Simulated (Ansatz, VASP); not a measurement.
# BaTiO3: VASP beside Ansatz, part 2 of 3

Wanted: the spread between two codes on one cell, functional and k mesh. The cell is taken from a series of runs on this material, whose earlier steps may have relaxed, scaled, displaced or heated it; both programs get it as it stands.

VASP 6.6.1 and Ansatz 0.2.0.

So far: Starting point; Ansatz: zone-centre phonons, LDA.

### 3. VASP: zone-centre phonons, LDA

Level of this step: LDA, no spin polarisation; plane waves and PAW (O, Ti_sv, Ba_sv) (VASP).

The same cell, functional (in two slightly different forms) and mesh now go to VASP, with its own data sets.

Lines of VASP's logs that name or quote its potential files are left out, and so is its time.

INCAR

```
SYSTEM = BaTiO3
PREC = Accurate
ENCUT = 600
EDIFF = 1E-08
NELM = 120
ISMEAR = 0
SIGMA = 0.01
LREAL = .FALSE.
ALGO = Normal
GGA = CA
NBANDS = 26
LASPH = .TRUE.
LORBIT = 11
LWAVE = .FALSE.
LCHARG = .FALSE.
ISIF = 2
IBRION = 8
LEPSILON = .TRUE.
GGA_COMPAT = .FALSE.
EFERMI = MIDGAP
KPAR = 2
```

POSCAR

```
BaTiO3
1.0
    3.7698919158      0.0000000000      0.0000000000
    0.0000000000      3.7698919158      0.0000000000
    0.0000000000      0.0000000000      4.2738340699
O Ti Ba
3 1 1
Direct
    0.5000000000      0.5000000000      0.0436651315
    0.5000000000      0.0000000000      0.5267172760
    0.0000000000      0.5000000000      0.5267172760
    0.5000000000      0.5000000000      0.4646007911
    0.0000000000      0.0000000000      0.9812995253
```

KPOINTS

```
Automatic mesh
0
Gamma
8 8 8
0 0 0
```

The projector-augmented-wave data sets are O, Ti_sv and Ba_sv (LDA family, release 64).

Started as:

```
> mpirun -np 2 vasp_std
```

Log:

```text
[banner, memory and clock lines left out]
running    2 mpi-ranks, on    1 nodes
 distrk:  each k-point on    1 cores,    2 groups
 distr:  one band on    1 cores,    1 groups

 POSCAR found type information on POSCAR O TiBa
 POSCAR found :  3 types and       5 ions
 LDA part: xc-table for (Slater(with rela. corr.)+CA(PZ))
 , standard interpolation
 POSCAR, INCAR and KPOINTS ok, starting setup
 FFT: planning ... GRIDC
 FFT: planning ... GRID_SOFT
 FFT: planning ... GRID
 WAVECAR not read
 entering main loop
       N       E                     dE             d eps       ncg     rms          rms(c)
DAV:   1     0.477362485076E+03    0.47736E+03   -0.23180E+04  3900   0.187E+03
DAV:   2    -0.287640069751E+00   -0.47765E+03   -0.46116E+03  4544   0.488E+02
DAV:   3    -0.515692943627E+02   -0.51282E+02   -0.50838E+02  5438   0.151E+02
DAV:   4    -0.538402598689E+02   -0.22710E+01   -0.22669E+01  5792   0.290E+01
DAV:   5    -0.538993388259E+02   -0.59079E-01   -0.59061E-01  5356   0.384E+00    0.259E+01
DAV:   6    -0.441266013054E+02    0.97727E+01   -0.60317E+01  5652   0.767E+01    0.107E+01
DAV:   7    -0.440662684467E+02    0.60333E-01   -0.10846E+01  5376   0.258E+01    0.801E+00
DAV:   8    -0.439101182976E+02    0.15615E+00   -0.99023E-01  5316   0.104E+01    0.258E+00
DAV:   9    -0.439232878223E+02   -0.13170E-01   -0.19647E-01  4986   0.309E+00    0.100E+00
DAV:  10    -0.439136689386E+02    0.96189E-02   -0.92764E-02  5396   0.297E+00    0.333E-01
DAV:  11    -0.439123158735E+02    0.13531E-02   -0.90588E-03  5612   0.671E-01    0.913E-02
DAV:  12    -0.439121943890E+02    0.12148E-03   -0.71361E-04  4800   0.265E-01    0.432E-02
DAV:  13    -0.439121773698E+02    0.17019E-04   -0.17226E-04  5812   0.123E-01    0.198E-02
DAV:  14    -0.439121739160E+02    0.34538E-05   -0.37524E-05  5476   0.566E-02    0.130E-02
DAV:  15    -0.439121731209E+02    0.79504E-06   -0.14101E-05  5390   0.304E-02    0.316E-03
DAV:  16    -0.439121729311E+02    0.18981E-06   -0.98369E-07  5066   0.968E-03    0.138E-03
DAV:  17    -0.439121729258E+02    0.53506E-08   -0.79662E-08  5172   0.220E-03
   1 F= -.43912173E+02 E0= -.43912173E+02  d E =0.000000E+00
 Linear response reoptimize wavefunctions to high precision
DAV:   1    -0.439121729251E+02    0.64392E-09   -0.12030E-08  4204   0.860E-04
DAV:   2    -0.439121729252E+02   -0.10095E-09   -0.55685E-10  2410   0.178E-04
DAV:   3    -0.439121729252E+02    0.12733E-10   -0.96264E-11  2354   0.694E-05
 Linear response G [H, r] |phi>, progress :
  Direction:   1
       N       E                     dE             d eps       ncg     rms
RMM:   1    -0.134423317118E+03   -0.13442E+03   -0.13164E+03  5768   0.658E+02
RMM:   2    -0.141824898865E+03   -0.74016E+01   -0.10625E+02  7278   0.596E+01
RMM:   3    -0.145725332447E+03   -0.39004E+01   -0.29958E+01  9413   0.185E+01
RMM:   4    -0.146395487720E+03   -0.67016E+00   -0.73259E+00  9944   0.856E+00
RMM:   5    -0.146627882645E+03   -0.23239E+00   -0.26863E+00 10042   0.448E+00
RMM:   6    -0.146717142931E+03   -0.89260E-01   -0.11534E+00 10039   0.255E+00
RMM:   7    -0.146756643815E+03   -0.39501E-01   -0.55894E-01 10059   0.160E+00
RMM:   8    -0.146773474942E+03   -0.16831E-01   -0.26375E-01 10124   0.102E+00
RMM:   9    -0.146781231322E+03   -0.77564E-02   -0.20809E-01 10022   0.690E-01
RMM:  10    -0.146789183871E+03   -0.79525E-02   -0.97639E-02  9966   0.474E-01
RMM:  11    -0.146794943042E+03   -0.57592E-02   -0.73052E-02  9846   0.323E-01
RMM:  12    -0.146797798918E+03   -0.28559E-02   -0.47138E-02  9788   0.228E-01
RMM:  13    -0.146798486946E+03   -0.68803E-03   -0.24775E-02  9726   0.161E-01
RMM:  14    -0.146799762182E+03   -0.12752E-02   -0.15425E-02  9626   0.117E-01
[...]
RMM:  22    -0.146801527158E+03   -0.56236E-05    0.16403E-03  9179   0.245E-02
RMM:  23    -0.146801577736E+03   -0.50578E-04    0.21177E-03  9140   0.225E-02
RMM:  24    -0.146801612982E+03   -0.35245E-04    0.20700E-03  9155   0.212E-02
RMM:  25    -0.146801631642E+03   -0.18661E-04    0.30389E-03  9168   0.202E-02
RMM:  26    -0.146801679380E+03   -0.47738E-04    0.23383E-03  9181   0.194E-02
RMM:  27    -0.146801684727E+03   -0.53469E-05    0.26570E-03  9182   0.187E-02
RMM:  28    -0.146801713766E+03   -0.29039E-04    0.22116E-03  9212   0.181E-02
RMM:  29    -0.146801721494E+03   -0.77273E-05    0.24833E-03  9169   0.176E-02
 Linear response G [H, r] |phi>, progress :
  Direction:   2
[...]
RMM:  17    -0.365536818195E+00   -0.50610E-07   -0.74630E-07 15207   0.105E-03    0.144E-04
RMM:  18    -0.365536876118E+00   -0.57923E-07    0.16017E-07 14803   0.916E-04    0.112E-04
RMM:  19    -0.365536896737E+00   -0.20620E-07   -0.25065E-07 15160   0.798E-04    0.109E-04
RMM:  20    -0.365536909717E+00   -0.12980E-07    0.15032E-07 15934   0.712E-04    0.110E-04
RMM:  21    -0.365536928844E+00   -0.19126E-07    0.98692E-10 15687   0.645E-04    0.121E-04
 first order change of Fermi-energy  -0.18386E+00
 force on displaced ion       2 direction 3 :   0.000   0.000  -5.518
 Born effective charge ion    2 direction 3 :   0.000   0.000  -1.851
 Linear response progress:
  Degree of freedom:   6/  9
       N       E                     dE             d eps       ncg     rms          rms(c)
RMM:   1    -0.763738499733E+00   -0.76374E+00    0.10418E+01  9123   0.900E+01
[...]
RMM:   5    -0.717313441586E+00   -0.10469E-03   -0.18475E-03  8144   0.193E-01    0.506E-02
RMM:   6    -0.718093544799E+00   -0.78010E-03   -0.28278E-04  8655   0.761E-02    0.127E-02
RMM:   7    -0.718283403522E+00   -0.18986E-03   -0.70330E-05  9027   0.356E-02    0.641E-03
RMM:   8    -0.718445819595E+00   -0.16242E-03   -0.19701E-05  8817   0.189E-02    0.199E-03
RMM:   9    -0.718485133914E+00   -0.39314E-04   -0.90337E-06  9174   0.102E-02    0.676E-04
RMM:  10    -0.718483668633E+00    0.14653E-05   -0.31726E-06  9256   0.565E-03    0.349E-04
RMM:  11    -0.718486976180E+00   -0.33075E-05   -0.21728E-06  9388   0.326E-03    0.128E-04
RMM:  12    -0.718488284894E+00   -0.13087E-05   -0.83837E-07  9425   0.200E-03    0.781E-05
RMM:  13    -0.718488135282E+00    0.14961E-06   -0.11005E-06  9416   0.132E-03    0.273E-05
RMM:  14    -0.718488684450E+00   -0.54917E-06   -0.10241E-06  9600   0.939E-04    0.159E-05
RMM:  15    -0.718488917986E+00   -0.23354E-06   -0.89732E-07  9608   0.712E-04    0.125E-05
RMM:  16    -0.718488966825E+00   -0.48839E-07   -0.40469E-07  9551   0.582E-04    0.115E-05
RMM:  17    -0.718489620437E+00   -0.65361E-06   -0.41129E-07  8800   0.523E-04    0.477E-05
RMM:  18    -0.718489039157E+00    0.58128E-06   -0.34045E-07  8845   0.473E-04    0.922E-06
RMM:  19    -0.718489057870E+00   -0.18713E-07   -0.29104E-07  9636   0.420E-04    0.694E-06
RMM:  20    -0.718489083956E+00   -0.26086E-07   -0.25845E-07  9556   0.392E-04    0.636E-06
RMM:  21    -0.718489070300E+00    0.13656E-07   -0.18163E-07  9665   0.373E-04    0.633E-06
RMM:  22    -0.718489083496E+00   -0.13195E-07   -0.14989E-07  9540   0.360E-04    0.666E-06
 first order change of Fermi-energy  -0.15811E+01
 force on displaced ion       4 direction 3 :  -0.000  -0.000 -22.388
 Born effective charge ion    4 direction 3 :   0.000   0.000   4.459
 Linear response progress:
  Degree of freedom:   8/  9
       N       E                     dE             d eps       ncg     rms          rms(c)
RMM:   1    -0.187118581519E+00   -0.18712E+00    0.12806E-01 19464   0.186E+00
RMM:   2    -0.190901409694E+00   -0.37828E-02   -0.35524E-02 18814   0.512E-01    0.740E-02
RMM:   3    -0.191355971433E+00   -0.45456E-03   -0.66090E-03 20097   0.217E-01    0.572E-02
RMM:   4    -0.191492205098E+00   -0.13623E-03   -0.97634E-04 20099   0.987E-02    0.215E-02
RMM:   5    -0.191658965583E+00   -0.16676E-03   -0.23559E-04 21425   0.424E-02    0.903E-03
RMM:   6    -0.191716422964E+00   -0.57457E-04   -0.46204E-05 21890   0.203E-02    0.334E-03
RMM:   7    -0.191740927249E+00   -0.24504E-04   -0.21923E-05 21342   0.113E-02    0.946E-04
RMM:   8    -0.191738755748E+00    0.21715E-05   -0.30375E-06 21718   0.672E-03    0.871E-04
RMM:   9    -0.191740442762E+00   -0.16870E-05   -0.73145E-06 21645   0.438E-03    0.493E-04
RMM:  10    -0.191741161300E+00   -0.71854E-06   -0.13722E-06 21021   0.288E-03    0.155E-04
RMM:  11    -0.191741437439E+00   -0.27614E-06   -0.94289E-07 21988   0.200E-03    0.202E-04
RMM:  12    -0.191742105160E+00   -0.66772E-06   -0.53146E-07 20929   0.144E-03    0.741E-05
RMM:  13    -0.191742843234E+00   -0.73807E-06   -0.57155E-07 21042   0.111E-03    0.607E-05
RMM:  14    -0.191742586137E+00    0.25710E-06    0.64854E-08 21046   0.847E-04    0.543E-05
RMM:  15    -0.191742664789E+00   -0.78652E-07    0.31820E-07 21938   0.683E-04    0.560E-05
RMM:  16    -0.191742623787E+00    0.41002E-07    0.22479E-07 21257   0.565E-04    0.840E-05
RMM:  17    -0.191742729838E+00   -0.10605E-06    0.26981E-07 20542   0.491E-04    0.637E-05
RMM:  18    -0.191742772965E+00   -0.43127E-07    0.35085E-07 21555   0.431E-04    0.589E-05
RMM:  19    -0.191742792043E+00   -0.19078E-07    0.25174E-07 21592   0.386E-04    0.580E-05
RMM:  20    -0.191742799425E+00   -0.73824E-08    0.23632E-07 21348   0.354E-04    0.609E-05
 first order change of Fermi-energy  -0.11727E-04
 force on displaced ion       5 direction 1 :  -8.677   0.000  -0.000
 Born effective charge ion    5 direction 1 :   2.762   0.000   0.000
 Linear response progress:
  Degree of freedom:   9/  9
       N       E                     dE             d eps       ncg     rms          rms(c)
RMM:   1    -0.202533613901E+00   -0.20253E+00    0.12831E-01  8564   0.197E+00
RMM:   2    -0.205957735589E+00   -0.34241E-02   -0.41200E-02  8063   0.549E-01    0.999E-02
RMM:   3    -0.206493136705E+00   -0.53540E-03   -0.74182E-03  8129   0.251E-01    0.733E-02
RMM:   4    -0.206588087191E+00   -0.94950E-04   -0.12366E-03  8232   0.117E-01    0.493E-02
RMM:   5    -0.206830144166E+00   -0.24206E-03   -0.29631E-04  8234   0.731E-02    0.114E-02
RMM:   6    -0.206854893734E+00   -0.24750E-04   -0.76072E-05  8639   0.323E-02    0.794E-03
RMM:   7    -0.206878666956E+00   -0.23773E-04   -0.32795E-05  8880   0.177E-02    0.413E-03
RMM:   8    -0.206904288490E+00   -0.25622E-04   -0.10651E-05  9330   0.964E-03    0.961E-04
RMM:   9    -0.206901514614E+00    0.27739E-05   -0.95549E-06  9060   0.609E-03    0.121E-03
RMM:  10    -0.206906748721E+00   -0.52341E-05   -0.35867E-06  9199   0.393E-03    0.484E-04
RMM:  11    -0.206908820749E+00   -0.20720E-05   -0.11905E-06  9273   0.260E-03    0.148E-04
RMM:  12    -0.206908662329E+00    0.15842E-06   -0.49737E-07  9302   0.179E-03    0.229E-04
RMM:  13    -0.206909004753E+00   -0.34242E-06   -0.82353E-07  9471   0.128E-03    0.209E-04
RMM:  14    -0.206908621157E+00    0.38360E-06   -0.21154E-07  9091   0.988E-04    0.350E-04
[...]
RMM:  19    -0.206910381446E+00   -0.22577E-06   -0.30429E-07  9043   0.440E-04    0.360E-05
RMM:  20    -0.206910416831E+00   -0.35386E-07   -0.21193E-07  9451   0.397E-04    0.252E-05
RMM:  21    -0.206910558929E+00   -0.14210E-06   -0.29279E-07  9283   0.375E-04    0.176E-05
RMM:  22    -0.206910590531E+00   -0.31602E-07   -0.14806E-07  9589   0.350E-04    0.232E-05
RMM:  23    -0.206910614827E+00   -0.24296E-07   -0.18621E-07  9326   0.334E-04    0.284E-05
RMM:  24    -0.206910559672E+00    0.55155E-07   -0.62822E-08  9446   0.321E-04    0.140E-05
RMM:  25    -0.206910534598E+00    0.25074E-07   -0.17449E-07  9390   0.311E-04    0.582E-06
RMM:  26    -0.206910537935E+00   -0.33371E-08   -0.98896E-08  8637   0.303E-04    0.493E-06
 first order change of Fermi-energy   0.52210E+00
 force on displaced ion       5 direction 3 :   0.000  -0.000  -7.351
 Born effective charge ion    5 direction 3 :   0.000   0.000   2.921
 Born effective charges drift removed
 Linear response finished
```

(Continued in part 3 of 3.)

[Lines on the potential files, build, host, timing and source positions are cut from VASP's logs without a mark.]

[Logs are printed without paths, hosts, clocks, repeated set-up lines and the standing remarks that a program may print on its own settings, such as how far it seeks lower states.]

[Hosts, paths, dates, database ids (printed as entryN), source tags and the programs' standing remarks are cut or masked in the printed files.]
